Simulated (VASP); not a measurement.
Given:

```yaml
crystal:
  lattice:
    - [1.46633, -3.87482, 0.00000]
    - [1.46633, 3.87482, 0.00000]
    - [0.00000, 0.00000, 2.88972]
  atoms:
    - { symbol: C, position: [0.56400, 0.43600, 0.25000] }
    - { symbol: C, position: [0.43600, 0.56400, 0.75000] }
    - { symbol: Mn, position: [0.85475, 0.14525, 0.25000], spin: 4.0 }
    - { symbol: Mn, position: [0.14525, 0.85475, 0.75000], spin: 4.0 }
```

Method: PBE GGA + U (Dudarev), VASP's PBE PAW potentials (set 64) (plane waves; VASP 6.6.1). Settings: 520 eV cut-off, 7×7×7 Γ-centred mesh, Gaussian smearing of 0.050 eV, potentials C Mn_pv, U − J: Mn 1.00 eV.

The moments were started parallel, and other spin orders were not tried in this run.

Problem. What does the run give for the cell moment, energy per atom (σ→0), largest force, band gap (on the k-mesh) with the smallest direct gap where there is one?

Solution. 
```yaml
band gap (on the k-mesh): none (metal, semimetal or under 0.01 eV)
cell_moment: 4.90 μB
energy per atom (σ→0): -7.974 eV/atom
largest_force: 0.228 eV/Å
```

Problem. Give the moment on each site (PAW-sphere projection).

Solution. 
```csv
site,moment (μB)
C1,-0.06
C2,-0.06
Mn3,2.53
Mn4,2.53
```

The absolute energy has meaning only against runs of the same code, potentials and settings.

The structure was generated: MnC was put into the CrB type (Cmcm), which need not be its known phase. The cell was not relaxed at this level. The k-mesh is coarse (spacing up to 0.33 per Å, 2π included), so the numbers may not be converged in it. The run is one of a series of settings (LDAU = .TRUE., LDAUJ = 0 0, LDAUL = -1 2, LDAUTYPE = 2, LDAUU = 0 1.0 against the base run), some of them coarse on purpose.
